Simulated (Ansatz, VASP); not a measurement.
Two plane-wave programs on TaSeF

The input INCAR:

```
SYSTEM = TaSeF
ALGO     = Normal         ! electronic algorithm
EDIFF    = 1E-6           ! SCF threshold, eV
EDIFFG   = -0.01          ! ionic threshold
ENCUT    = 600            ! plane-wave cutoff, eV
GGA      = PE             ! functional
IBRION   = 2              ! ionic algorithm
ISIF     = 3              ! what is computed and relaxed
ISMEAR   = 0              ! smearing method
LASPH    = .True.         ! aspherical terms in the spheres
LCHARG   = .False.        ! write CHGCAR
LREAL    = .False.        ! projectors in reciprocal space
LWAVE    = .False.        ! write WAVECAR
NELM     = 100            ! most SCF steps
NSW      = 100            ! ionic steps
PREC     = Accurate       ! precision mode
SIGMA    = 0.1            ! smearing width, eV
```

The input KPOINTS:

```
k-points
0
Gamma
  12 12 12
  0 0 0
```

POSCAR

```
TaSeF
1.0
    3.6758328131      0.0000000000      0.0000000000
    0.0000000000      3.6758328131      0.0000000000
    0.0000000000      0.0000000000      4.1376995554
Ta Se F
1 1 1
Direct
    0.0000000000      0.0000000000      0.5000000000
    0.5000000000      0.5000000000      0.5000000000
    0.0000000000      0.0000000000      0.0000000000
```

Input for Ansatz:

```yaml
crystal:
  lattice:
    - [3.6758328131, 0.0, 0.0]
    - [0.0, 3.6758328131, 0.0]
    - [0.0, 0.0, 4.1376995554]
  atoms:
    - { symbol: Ta, position: [0.0, 0.0, 0.5] }
    - { symbol: Se, position: [0.5, 0.5, 0.5] }
    - { symbol: F, position: [0.0, 0.0, 0.0] }
basis:
  ecutwfc: 420
kpoints:
  mp_grid: { grid: [12, 12, 12] }
hamiltonian:
  xc: pbe
scf:
  occupations: { method: gaussian, width: 0.1 }
output:
  forces: true
  stress: true
  eigenvalues: true
  write_density: true
  write_potential: true
  elf: true
  volumetric_format: npy
relax:
  adjacent_minimum: "off"
  f_tol: 0.01
  max_steps: 80
  cell: { stress_tol: 0.05 }
```

Alike in both runs: task relaxation of cell and atoms; functional PBE; k mesh 12 × 12 × 12; occupations gaussian, width 0.1 eV; no spin polarisation.

|  | VASP | Ansatz |
| --- | --- | --- |
| version | VASP 6.6.1 | Ansatz 0.2.0 |
| potentials or method | VASP PAW PBE potentials, release 64 (Ta_pv, Se, F) | scalar-relativistic, plane waves, PAW |
| plane-wave cutoff (eV) | 600 | 420 |
| valence electrons in the cell | 24 | 36 |

VASP gave:

| Item | Value |
| --- | --- |
| gap on the k mesh at the Fermi level, each at its own relaxed structure (eV) | none |
| relaxed volume (Å³/atom) | 18.63 |
| relaxed cell length with the largest relative difference (Å) | 4.148 |

Problem. Which values does Ansatz return?

Solution. gap on the k mesh at the Fermi level, each at its own relaxed structure (eV): none; relaxed volume (Å³/atom): 18.61; relaxed cell length with the largest relative difference (Å): 4.145.

A gap of «none» marks a metal or a gap that the smearing closes. The two sets of potentials don't hold the same shells in valence.

Spin-orbit coupling is left out, which matters for the levels of Ta.
